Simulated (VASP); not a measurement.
Given:

```
CELL_PARAMETERS angstrom
      4.32226     0.00000     0.00000
      0.00000     4.32226     0.00000
      0.00000     0.00000     4.32226
ATOMIC_POSITIONS crystal
  Cs 0.00000 0.00000 0.00000
  Br 0.50000 0.50000 0.50000
```

Calculation: vdW-DF2, VASP's PBE PAW potentials (set 64) (plane waves; VASP 6.6.1). Run with 520 eV cut-off, 6×6×6 Γ-centred mesh, Gaussian smearing of 0.050 eV, potentials Cs_sv Br.

**Question.** Give the stress tensor in GPa (positive for a compressed cell).

**Answer.** 
```
1.09  0.00  0.00
0.00  1.09  0.00
0.00  0.00  1.09
```
The pressure is its mean diagonal, 1.09 GPa.

The compound is CsBr in the CsCl type structure. This cell is one point of a volume scan, at 0.94 of the reference volume.
